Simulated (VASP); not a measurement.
Here is the system:

```
CELL_PARAMETERS angstrom
      0.00000     3.48219     3.48219
      3.48219     0.00000     3.48219
      3.48219     3.48219     0.00000
ATOMIC_POSITIONS crystal
  Lu 0.00000 0.00000 0.00000
  Ni 0.62479 0.62479 0.62479
  Ni 0.12563 0.62479 0.62479
  Ni 0.62479 0.62479 0.12563
  Ni 0.62479 0.12563 0.62479
  Sn 0.25000 0.25000 0.25000
```

Method: PBEsol GGA, VASP's PBE PAW potentials (set 64) (plane waves; VASP). Run with 300 eV cut-off, 6×6×6 Γ-centred mesh, Gaussian smearing of 0.14 eV, potentials Lu_3 Ni Sn_d.

At this cut-off the stress carries a Pulay error, which pulls relaxed volumes low. Unless said otherwise, spin-orbit coupling is left out, though it shifts the bands of the heavy elements here.

What does the run give for the energy per atom (σ→0), pressure, band gap (on the k-mesh) with the smallest direct gap where there is one?

- band gap (on the k-mesh) = none (metal, semimetal or under 0.01 eV)
- energy per atom (σ→0) = -6064 meV/atom
- pressure = -4.85 GPa

Only differences to runs with the same potentials and settings are physical.

The structure comes from a computed database's LuNi4Sn entry (F-43m); how it stands against other phases isn't given here. The cell was not relaxed at this level. The run is not spin-polarised, so no magnetic state was tried. The electron count is odd and the run is not spin-polarised, which forces a metal.
